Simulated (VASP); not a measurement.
Set up this calculation in VASP 6.6.1, as the native input.

- Task: single point
- Functional: PBEsol
- Potentials or basis: VASP PAW PBE potentials, release 64 (Co, Ga_d, As)
- Cutoff: 350 eV
- k mesh: 2 × 2 × 2
- Occupations: gaussian, width 0.03 eV
- Spin: collinear spin, ferromagnetic start
- Starting moments: [1.0, 0.0, 0.0, 0.0, 0.0, 0.0, 0.0, 0.0, 0.0, 0.0, 0.0, 0.0, 0.0, 0.0, 0.0, 0.0, 0.0, 0.0, 0.0, 0.0, 0.0, 0.0, 0.0, 0.0] μB
- Hubbard terms: Co d U = 4 eV
- Dq: -1
- Further INCAR settings: LREAL = Auto; ALGO = Normal; EDIFF = 1e-05; NBANDS = 128; ISYM = 0; NELECT = 213.0

The structure of Ga11CoAs12 (a cell with a defect) lies in POSCAR:

```
Ga11CoAs12                              
1.0
    0.0000000000      8.4805500000      8.4805500000
    5.6537000000      0.0000000000      5.6537000000
    5.6537000000      5.6537000000      0.0000000000
  Co              Ga              As            
     1    11    12
Direct
     0.0066925719835698    0.9937141185467731    0.9894075178121383
     0.0036149405823148    0.0067941455452569    0.4913116812925748
     0.0033673344709242    0.4960509051048852    0.0021427881071661
     0.0017799837581386    0.5010082665105793    0.4973441884264218
     0.3276748809062568    0.0058569081989590    0.0042469272995551
     0.3315651927990914    0.0029943060310894    0.4994590477142880
     0.3311341884067474    0.5006650630222826    0.0029131517956047
     0.3334153385035082    0.5004059489380128    0.4997878979066767
     0.6699969801383097    0.0057813565070796    0.0007096137014078
     0.6680206982003589    0.0045122537087470    0.4914820337227830
     0.6675722548175600    0.4945829207286274    0.0024512684305043
     0.6691179676252647    0.5009885932809828    0.4966091682727207
     0.0789957097931353    0.1211250389899975    0.1162352325616507
     0.0823352455479382    0.1255061397210186    0.6312194500384299
     0.0819289515241650    0.6350907659257327    0.1218327337501722
     0.0829839880786138    0.6288130416631634    0.6244662737167826
     0.4195627174620056    0.1246961481494373    0.1234522585659485
     0.4169722282742185    0.1246590307471648    0.6269219319906323
     0.4166092128854977    0.6283930309063548    0.1240086011379191
     0.4178141351967082    0.6253785724193148    0.6249934720285656
     0.7650135614896847    0.1207327416144646    0.1173605554850609
     0.7520679879726129    0.1250093059385999    0.6231419800877798
     0.7517734121089140    0.6279857925880502    0.1206706644783203
     0.7509015174744506    0.6267756052134359    0.6244545616769117
```

The input as run:

INCAR

```
PREC = Accurate ; ENCUT = 350
EDIFF = 1E-5 ; ISMEAR = 0
SIGMA = 0.03 ; LREAL = Auto
LASPH = T ; NELM = 120
ALGO = Normal ; ISIF = 2
LWAVE = F ; LCHARG = F
ISPIN = 2 ; MAGMOM = 1 0 0 0 0 0 0 0 0 0 0 0 0 0 0 0 0 0 0 0 0 0 0 0
LORBIT = 11 ; LMAXMIX = 4
LDAU = T ; LDAUTYPE = 2
LDAUL = 2 -1 -1 ; LDAUU = 4 0 0
LDAUJ = 0 0 0 ; LDAUPRINT = 1
GGA = PS ; NBANDS = 128
NELECT = 213.0 ; ISYM = 0
KPAR = 2
```

KPOINTS

```
regular mesh
0
Gamma
  2 2 2
```

Potentials or basis: VASP PAW PBE potentials, release 64 (Co, Ga_d, As).

The run is started by

```sh
$ cat potpaw_PBE.64/Co/POTCAR potpaw_PBE.64/Ga_d/POTCAR potpaw_PBE.64/As/POTCAR > POTCAR
$ mpirun -np 4 vasp_std > vasp.out
```

Results of the run:

The largest force is 0.411 eV/Å. The band gap on the k mesh is 0.19 eV, direct. The net moment is 3.00 μB per cell and the site moments are Co +2.33; Ga +0.01, +0.02, +0.00; As +0.05, +0.04, +0.00, +0.03, +0.01, +0.02 μB. The valence electrons inside the program's atomic spheres are Co 8.12; Ga 11.68, 11.69; As 2.85, 2.86, 2.84.

Caveat: the k mesh is coarse (spacing up to 0.48 Å⁻¹), so the values aren't converged; the cell is charged against a uniform background, so pressure and absolute levels hang on convention; the PAW data sets were made with another functional, which shifts forces and pressure a little; the U is typed as a test and isn't derived for this compound.

It took 7.3 min on 4 MPI ranks on Intel(R) Xeon(R) Platinum 8488C (Sapphire Rapids), with other jobs on the host, peak memory 0.54 GiB a rank.
